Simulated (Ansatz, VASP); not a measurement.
Given: the input of a run of Ansatz 0.2.0 on Zr3MoC. The cell comes from a database or a generator and needn't be the stable form of this composition.

File input.yaml:

```yaml
crystal:
  lattice:
    - [4.94251, 0.0, 0.0]
    - [0.0, 4.94251, 0.0]
    - [0.0, 0.0, 4.94251]
  atoms:
    - { symbol: Zr, position: [0.5, 0.0, 0.0] }
    - { symbol: Zr, position: [0.0, 0.5, 0.0] }
    - { symbol: Zr, position: [0.0, 0.0, 0.5] }
    - { symbol: Mo, position: [0.0, 0.0, 0.0] }
    - { symbol: C, position: [0.5, 0.5, 0.5] }
hamiltonian:
  xc: revpbe
  pseudopotentials: { kind: paw }
kpoints:
  mp_grid: { grid: [5, 5, 5] }
scf:
  occupations: { method: fermi_dirac, width: 0.05 }
output:
  forces: true
  stress: true
  eigenvalues: true
relax:
  f_tol: 0.01
  max_steps: 40
  cell: { stress_tol: 0.05 }
```

Potentials or basis: Ansatz PAW.

The run is started by

```console
$ ansatz run input.yaml --threads 2 --pin off --max-ram 5632MiB --backend cpu --events-out ev --progress --plain --runs-dir out
```

Task: What does the same run look like in VASP 6.6.1? Potentials or basis there: PBE PAW files C, Mo_sv, Zr_sv, 600 eV.

Result: As run (cutoffs and basis follow the program's own potentials, and thresholds, step limits or extra output files can differ):

Contents of INCAR:

```
SYSTEM = Zr3MoC
  PREC = Accurate
  ENCUT = 600
  EDIFF = 1E-6
  ISMEAR = -1
  SIGMA = 0.05
  LREAL = .FALSE.
  LASPH = .TRUE.
  NELM = 80
  ALGO = Fast
  ISIF = 3
  LWAVE = .FALSE.
  LCHARG = .FALSE.
  GGA = RE
  IBRION = 2
  NSW = 60
  EDIFFG = -0.01
```

File KPOINTS:

```
Automatic mesh
0
G
  5 5 5
  0 0 0
```

Contents of POSCAR:

```
Zr3MoC
1.0
    4.9425100000      0.0000000000      0.0000000000
    0.0000000000      4.9425100000      0.0000000000
    0.0000000000      0.0000000000      4.9425100000
Zr Mo C
3 1 1
Direct
    0.5000000000      0.0000000000      0.0000000000
    0.0000000000      0.5000000000      0.0000000000
    0.0000000000      0.0000000000      0.5000000000
    0.0000000000      0.0000000000      0.0000000000
    0.5000000000      0.5000000000      0.5000000000
```

Potentials or basis: VASP PAW PBE potentials, release 64 (Zr_sv, Mo_sv, C).

Launch:

```bash
$ cat potpaw_PBE.64/Zr_sv/POTCAR potpaw_PBE.64/Mo_sv/POTCAR potpaw_PBE.64/C/POTCAR > POTCAR
$ mpirun -np 1 vasp_std > vasp.out
```

Both were run:

|  | Ansatz | VASP |
| --- | --- | --- |
| Relaxed volume | 24.82 Å³/atom | 24.87 Å³/atom |
| Relaxed cell | a = 4.988 Å, b = 4.988 Å, c = 4.988 Å, α = 90.00°, β = 90.00°, γ = 90.00° | a = 4.991 Å, b = 4.991 Å, c = 4.991 Å, α = 90.00°, β = 90.00°, γ = 90.00° |
| Space group after relaxing | Pm-3m (No. 221) | Pm-3m (No. 221) |
| Pressure after relaxing | 0.0 GPa | 0.0 GPa |

Ansatz's pressure holds a Pulay term of +0.05 GPa for its cutoff of 420 eV, which the other run lacks.

Ansatz's potentials were made for PBE. VASP's potentials were made for PBE.

Where Ansatz's input types no cutoff or centring, it takes its own default and a Γ-centred mesh.

Pressure is positive in compression.
